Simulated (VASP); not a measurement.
Wanted: the native input for a VASP 6.6.1 run.

- Task: relaxation of cell and atoms
- Functional: revPBE
- Potentials or basis: VASP PAW PBE potentials, release 64 (Al, Hg)
- Cutoff: 600 eV
- k mesh: 8 × 8 × 8
- Occupations: fermi-dirac, width 0.05 eV
- Spin: no spin polarisation
- Further INCAR settings: ALGO = Fast; EDIFF = 1e-06; IBRION = 2; EDIFFG = -0.005; NSW = 60; ISIF = 3

The structure of AlHg lies in POSCAR:

```
AlHg
1.0
    0.0000000000      3.0685300000      3.0685300000
    3.0685300000      0.0000000000      3.0685300000
    3.0685300000      3.0685300000      0.0000000000
Al Hg
1 1
Direct
    0.0000000000      0.0000000000      0.0000000000
    0.7500000000      0.7500000000      0.7500000000
```

The cell was built by a generator and needn't be a form met in nature.

These files were run (other wordings do the same):

INCAR

```
SYSTEM = AlHg
PREC = Accurate
ENCUT = 600
EDIFF = 1E-6
ISMEAR = -1
SIGMA = 0.05
LREAL = .FALSE.
LASPH = .TRUE.
NELM = 100
ALGO = Fast
ISIF = 3
LWAVE = .FALSE.
LCHARG = .FALSE.
GGA = RE
IBRION = 2
NSW = 60
EDIFFG = -0.005
```

KPOINTS

```
Automatic mesh
0
G
  8 8 8
  0 0 0
```

Potentials or basis: VASP PAW PBE potentials, release 64 (Al, Hg).

The run is started by

```sh
$ cat potpaw_PBE.64/Al/POTCAR potpaw_PBE.64/Hg/POTCAR > POTCAR
$ mpirun -np 1 vasp_std > vasp.out
```

Results of the run:

```yaml
Relaxed_volume: 29.82 Å³/atom
Relaxed_cell: a = 4.385 Å, b = 4.385 Å, c = 4.385 Å, α = 60.00°, β = 60.00°, γ = 60.00°
Space_group_after_relaxing_to_0.05_Å: F-43m (No. 216)
Energy_gained_by_relaxing: 3.1 meV/atom
Ionic_steps: 8
Pressure_after_relaxing: 0.0 GPa
Band_gap_on_the_k_mesh: none (metal or under the smearing width)
```

Caveat: the PAW data sets were made with another functional, which shifts forces and pressure a little.

Run time: 65 s on 1 thread of Intel(R) Xeon(R) Platinum 8488C (Sapphire Rapids) (shared host), peak memory 0.22 GiB.
